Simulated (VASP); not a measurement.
# Which magnetic order does linear Mo chain, spacing 3.025 A take?, part 3 of 3

Wanted: the lowest of several collinear orders of linear Mo chain, spacing 3.025 A.

VASP 6.6.1, plane waves and PAW; the level of theory is named at each step.

So far. Step 2 (Magnetic order, start order fm, signs ++): The largest moment at the end is 1.16 μB, and the moments of the cell sum to 2.57 μB. Step 3 (Magnetic order, start order AFM 1, signs +-): The largest moment at the end is 4.17 μB, and the moments of the cell sum to 0.00 μB.

## Step 4: No spin polarisation

This step: LDA, DFT+U (Mo d 5 eV); plane waves and PAW (Mo_sv) (VASP 6.6.1).

A run without spin shows what magnetism as such gains.

File INCAR:

```
SYSTEM = Mo
PREC = Normal
ENCUT = 350
EDIFF = 1E-06
NELM = 150
ISMEAR = 0
SIGMA = 0.05
LREAL = .FALSE.
ALGO = Normal
GGA = CA
NBANDS = 20
LDAU = .TRUE.
LDAUTYPE = 2
LDAUL = 2
LDAUU = 5
LDAUJ = 0
LDAUPRINT = 1
LASPH = .TRUE.
LMAXMIX = 4
LORBIT = 11
LWAVE = .FALSE.
LCHARG = .FALSE.
NCORE = 2
AMIX = 0.2
BMIX = 1E-04
AMIX_MAG = 0.8
BMIX_MAG = 1E-04
```

File POSCAR:

```
Mo
1.0
   12.0000000000      0.0000000000      0.0000000000
    0.0000000000     12.0000000000      0.0000000000
    0.0000000000      0.0000000000      6.0500000000
Mo
2
Direct
    0.5000000000      0.5000000000      0.0000000000
    0.5000000000      0.5000000000      0.5000000000
```

File KPOINTS:

```
Automatic mesh
0
Gamma
1 1 7
0 0 0
```

PAW data sets: Mo_sv (LDA family, release 64).

The run is started by

```console
> mpirun -np 2 vasp_std
```

The log of the run:

```text
[... set-up lines as in an earlier step ...]
 entering main loop
       N       E                     dE             d eps       ncg     rms          rms(c)
DAV:   1     0.207699108418E+03    0.20770E+03   -0.11256E+04   224   0.664E+02
DAV:   2     0.219859596153E+02   -0.18571E+03   -0.18315E+03   220   0.197E+02
DAV:   3     0.362670120549E+01   -0.18359E+02   -0.17041E+02   232   0.486E+01
DAV:   4     0.251539728608E+01   -0.11113E+01   -0.93663E+00   196   0.959E+00
DAV:   5     0.244200310442E+01   -0.73394E-01   -0.65891E-01   212   0.193E+00    0.639E+00
DAV:   6     0.310789429201E+01    0.66589E+00   -0.18732E+00   200   0.783E+00    0.351E+00
DAV:   7     0.330540355598E+01    0.19751E+00   -0.71961E-01   200   0.560E+00    0.197E+00
DAV:   8     0.326495942031E+01   -0.40444E-01   -0.27891E-01   184   0.383E+00    0.108E+00
DAV:   9     0.324935109684E+01   -0.15608E-01   -0.49725E-02   160   0.163E+00    0.755E-01
DAV:  10     0.323362726678E+01   -0.15724E-01   -0.83067E-03   208   0.552E-01    0.830E-01
DAV:  11     0.323862713739E+01    0.49999E-02   -0.32606E-02   200   0.882E-01    0.342E-01
DAV:  12     0.323033871094E+01   -0.82884E-02   -0.76916E-03   160   0.566E-01    0.145E-01
DAV:  13     0.322955351809E+01   -0.78519E-03   -0.73545E-03   188   0.319E-01    0.125E-01
DAV:  14     0.322940441052E+01   -0.14911E-03   -0.30906E-04   188   0.949E-02    0.671E-02
DAV:  15     0.322932710010E+01   -0.77310E-04   -0.12001E-05   148   0.193E-02    0.711E-02
DAV:  16     0.322947038568E+01    0.14329E-03   -0.14255E-03   188   0.147E-01    0.310E-02
DAV:  17     0.322932849351E+01   -0.14189E-03   -0.19476E-05   160   0.286E-02    0.894E-03
DAV:  18     0.322931828079E+01   -0.10213E-04   -0.29177E-06   164   0.119E-02    0.908E-03
DAV:  19     0.322932214034E+01    0.38595E-05   -0.18705E-06   128   0.906E-03    0.339E-03
DAV:  20     0.322931104890E+01   -0.11091E-04   -0.52644E-07    84   0.599E-03    0.287E-03
DAV:  21     0.322931054607E+01   -0.50283E-06   -0.79049E-07    80   0.632E-03
   1 F= 0.32293105E+01 E0= 0.32396544E+01  d E =-.206876E-01
```

Run time: 17 s. Hardware: 2 MPI ranks of AMD EPYC 7R43, shared host; peak memory 0.31 GiB; 33 s of CPU time.

Parts of OUTCAR (step 4):

```text
The static configuration has the point symmetry D_4h.

 Found      4 irreducible k-points:

   k-points           NKPTS =      4   k-points in BZ     NKDIM =      4   number of bands    NBANDS=     20

   NELECT =      28.0000    total number of electrons

atom =   1  type =  1  l = 2

 onsite density matrix

spin component  1

  0.2140 -0.0000  0.0000  0.0000  0.0000
 -0.0000  0.4839  0.0000  0.0000  0.0000
  0.0000  0.0000  0.3994  0.0000 -0.0000
  0.0000  0.0000  0.0000  0.4839 -0.0000
  0.0000  0.0000 -0.0000 -0.0000  0.2140

spin component  2

 occupancies and eigenvectors

  o =  0.2140  v =  0.0000 -0.0000  0.0000  0.0000 -1.0000  0.0000  0.0000  0.0000  0.0000  0.0000      0.0000  0.0000  0.0000  0.0000  0.0000  0.0000  0.0000  0.0000  0.0000  0.0000
  o =  0.2140  v =  0.0000  0.0000  0.0000  0.0000  0.0000  0.0000 -0.0000  0.0000  0.0000 -1.0000      0.0000  0.0000  0.0000  0.0000  0.0000  0.0000  0.0000  0.0000  0.0000  0.0000
  o =  0.2140  v =  1.0000  0.0000  0.0000  0.0000  0.0000  0.0000  0.0000  0.0000  0.0000  0.0000      0.0000  0.0000  0.0000  0.0000  0.0000  0.0000  0.0000  0.0000  0.0000  0.0000
  o =  0.2140  v =  0.0000  0.0000  0.0000  0.0000  0.0000  1.0000  0.0000  0.0000  0.0000  0.0000      0.0000  0.0000  0.0000  0.0000  0.0000  0.0000  0.0000  0.0000  0.0000  0.0000
  o =  0.3994  v =  0.0000  0.0000  1.0000  0.0000 -0.0000  0.0000  0.0000  0.0000  0.0000  0.0000      0.0000  0.0000  0.0000  0.0000  0.0000  0.0000  0.0000  0.0000  0.0000  0.0000
  o =  0.3994  v =  0.0000  0.0000  0.0000  0.0000  0.0000  0.0000  0.0000  1.0000  0.0000 -0.0000      0.0000  0.0000  0.0000  0.0000  0.0000  0.0000  0.0000  0.0000  0.0000  0.0000
  o =  0.4839  v =  0.0000  0.0000  0.0000  0.0000  0.0000  0.0000  0.5052 -0.0000  0.8630  0.0000      0.0000  0.0000  0.0000  0.0000  0.0000  0.0000  0.0000  0.0000  0.0000  0.0000
  o =  0.4839  v =  0.0000  0.5052 -0.0000  0.8630  0.0000  0.0000  0.0000  0.0000  0.0000  0.0000      0.0000  0.0000  0.0000  0.0000  0.0000  0.0000  0.0000  0.0000  0.0000  0.0000
  o =  0.4839  v =  0.0000  0.0000  0.0000  0.0000  0.0000  0.0000 -0.8630  0.0000  0.5052  0.0000      0.0000  0.0000  0.0000  0.0000  0.0000  0.0000  0.0000  0.0000  0.0000  0.0000
  o =  0.4839  v =  0.0000 -0.8630  0.0000  0.5052  0.0000  0.0000  0.0000  0.0000  0.0000  0.0000      0.0000  0.0000  0.0000  0.0000  0.0000  0.0000  0.0000  0.0000  0.0000  0.0000

atom =   2  type =  1  l = 2

 onsite density matrix

spin component  1

  0.2140 -0.0000 -0.0000  0.0000  0.0000
 -0.0000  0.4839 -0.0000 -0.0000 -0.0000
 -0.0000 -0.0000  0.3994  0.0000 -0.0000
  0.0000 -0.0000  0.0000  0.4839  0.0000
  0.0000 -0.0000 -0.0000  0.0000  0.2140

spin component  2

 occupancies and eigenvectors

  o =  0.2140  v =  0.0000  0.0000  0.0000 -0.0000 -1.0000  0.0000  0.0000  0.0000  0.0000  0.0000      0.0000  0.0000  0.0000  0.0000  0.0000  0.0000  0.0000  0.0000  0.0000  0.0000
  o =  0.2140  v =  0.0000  0.0000  0.0000  0.0000  0.0000  0.0000  0.0000  0.0000 -0.0000 -1.0000      0.0000  0.0000  0.0000  0.0000  0.0000  0.0000  0.0000  0.0000  0.0000  0.0000
  o =  0.2140  v =  1.0000  0.0000  0.0000  0.0000  0.0000  0.0000  0.0000  0.0000  0.0000  0.0000      0.0000  0.0000  0.0000  0.0000  0.0000  0.0000  0.0000  0.0000  0.0000  0.0000
  o =  0.2140  v =  0.0000  0.0000  0.0000  0.0000  0.0000  1.0000  0.0000  0.0000  0.0000  0.0000      0.0000  0.0000  0.0000  0.0000  0.0000  0.0000  0.0000  0.0000  0.0000  0.0000
  o =  0.3994  v =  0.0000 -0.0000 -1.0000 -0.0000 -0.0000  0.0000  0.0000  0.0000  0.0000  0.0000      0.0000  0.0000  0.0000  0.0000  0.0000  0.0000  0.0000  0.0000  0.0000  0.0000
  o =  0.3994  v =  0.0000  0.0000  0.0000  0.0000  0.0000  0.0000 -0.0000 -1.0000 -0.0000 -0.0000      0.0000  0.0000  0.0000  0.0000  0.0000  0.0000  0.0000  0.0000  0.0000  0.0000
  o =  0.4839  v =  0.0000  0.0000  0.0000  0.0000  0.0000  0.0000 -0.8681 -0.0000  0.4963  0.0000      0.0000  0.0000  0.0000  0.0000  0.0000  0.0000  0.0000  0.0000  0.0000  0.0000
  o =  0.4839  v =  0.0000 -0.8681 -0.0000  0.4963  0.0000  0.0000  0.0000  0.0000  0.0000  0.0000      0.0000  0.0000  0.0000  0.0000  0.0000  0.0000  0.0000  0.0000  0.0000  0.0000
  o =  0.4839  v =  0.0000 -0.4963  0.0000 -0.8681 -0.0000  0.0000  0.0000  0.0000  0.0000  0.0000      0.0000  0.0000  0.0000  0.0000  0.0000  0.0000  0.0000  0.0000  0.0000  0.0000
  o =  0.4839  v =  0.0000  0.0000  0.0000  0.0000  0.0000  0.0000 -0.4963  0.0000 -0.8681 -0.0000      0.0000  0.0000  0.0000  0.0000  0.0000  0.0000  0.0000  0.0000  0.0000  0.0000

 E-fermi :  -3.8938

 k-point     1 :       0.0000    0.0000    0.0000
  band No.  band energies     occupation
    ...
     10      -5.3475      2.00000
     11      -5.3475      2.00000
     12      -4.6485      2.00000
     13      -3.9906      1.99377
     14      -3.9905      1.99373
     15      -3.4437      0.00000
     16      -3.4437      0.00000
     17      -3.4056      0.00000
     18      -3.1052      0.00000
     19      -3.1052      0.00000
    ...

 k-point     2 :       0.0000    0.0000    0.1429
  band No.  band energies     occupation
    ...
     10      -5.2759      2.00000
     11      -5.2759      2.00000
     12      -4.5958      2.00000
     13      -3.9654      1.95710
     14      -3.9653      1.95686
     15      -3.4895      0.00000
     16      -3.4729      0.00000
     17      -3.4729      0.00000
     18      -3.3462      0.00000
     19      -3.3462      0.00000
    ...

 k-point     3 :       0.0000    0.0000    0.2857
  band No.  band energies     occupation
    ...
     10      -5.0657      2.00000
     11      -5.0657      2.00000
     12      -4.4416      2.00000
     13      -3.8940      1.00312
     14      -3.8939      1.00157
     15      -3.8135      0.02305
     16      -3.8135      0.02305
     17      -3.7232      0.00000
     18      -3.5535      0.00000
     19      -3.5535      0.00000
    ...

 k-point     4 :       0.0000    0.0000    0.4286
  band No.  band energies     occupation
    ...
     11      -4.7318      2.00000
     12      -4.3006      2.00000
     13      -4.3006      2.00000
     14      -4.2046      2.00000
     15      -4.1964      2.00000
     16      -3.8197      0.03593
     17      -3.7881      0.00279
     18      -3.7881      0.00277
     19      -3.6667      0.00000
     20      -3.6667      0.00000

  Total       -0.2744224     -0.2744224    -21.5344024     -0.0000000      0.0000000     -0.0000000
  in kB       -0.5046755     -0.5046755    -39.6027678     -0.0000000      0.0000000     -0.0000000
  external PRESSURE =     -13.5373729 kB  Pullay stress =       0.0000000 kB

  FREE ENERGIE OF THE ION-ELECTRON SYSTEM (eV)
  ---------------------------------------------------
  free  energy   TOTEN  =         3.2293105461 eV

  energy  without entropy=        3.2499981612  energy(sigma->0) =        3.23965435

 total charge
# of ion       s       p       d       tot
------------------------------------------
    1        2.365   5.975   3.562  11.903
    2        2.365   5.975   3.562  11.903
--------------------------------------------------
tot          4.730  11.951   7.125  23.805

[... 8 parts as in an earlier step ...]

[... 1 further part left out ...]
```

A U on the itinerant d states of such a compound is hard to justify; it moves the bands at the Fermi level.

Numbers from this step:

| Item | Value |
| --- | --- |
| electronic cycles | 21 |
| free energy (TOTEN) | 3.229 eV |
| energy at zero smearing | 3.240 eV |
| Fermi energy | -3.894 eV |
| labelled metallic, from the levels on this mesh | yes |

Energy at zero smearing: 3.23965 eV.

## Step 5: Summary

This step: collinear magnetic orders, LDA, DFT+U (Mo d 5 eV); plane waves and PAW (VASP 6.6.1).

Derived from the runs above.

This step gave:

| Property | Result |
| --- | --- |
| mean moment in the lowest run | 4.17 μB |

Orders, by row:

| order | signs | energy above the lowest (meV/magnetic atom) | total moment (μB) | mean moment on carriers (μB) | gap on the mesh (eV) | signs at the end, of the atoms given a moment |
| --- | --- | --- | --- | --- | --- | --- |
| fm | ++ | 2299 | 2.572 | 1.16 | 0 | ++ |
| afm 1 | +- | 0 | 0 | 4.17 | 1.135 | +- |
| nm |  | 4695 | 0 | 0 | 0 | - |

## Step 6: Summary of results

```
mean moment in the lowest run : 4.17 μB
```

What this shows: The lowest run started as afm 1 and holds 4.17 μB on average over the atoms that were given a moment; the next state, from fm, lies 2299.2 meV a magnetic atom higher. The runs hold very different moments, so the differences mix spin states with orders. It ends with the signs +- and a net moment of 0.00 μB a cell: opposed moments that cancel. Differences of 2299 meV a magnetic atom are large for orders alone; such runs may also hold other orbital or spin states. No other collinear orders were tried, and their comparison leaves spin-orbit coupling out. U on a cell of metallic elements alone is a test of sensitivity more than a model of the material.

[Lines on the potential files, build, host, timing and source positions are cut from VASP's logs without a mark.]

[Logs are printed without paths, hosts, clocks, repeated set-up lines and the standing remarks that a program may print on its own settings, such as how far it seeks lower states.]

[Hosts, paths, dates, database ids (printed as entryN), source tags and the programs' standing remarks are cut or masked in the printed files.]

[In band tables of VASP the shares of atoms and orbitals are scaled to a sum of 1 inside the atoms' spheres.]

[Runs that stopped without an error message from VASP are left out.]
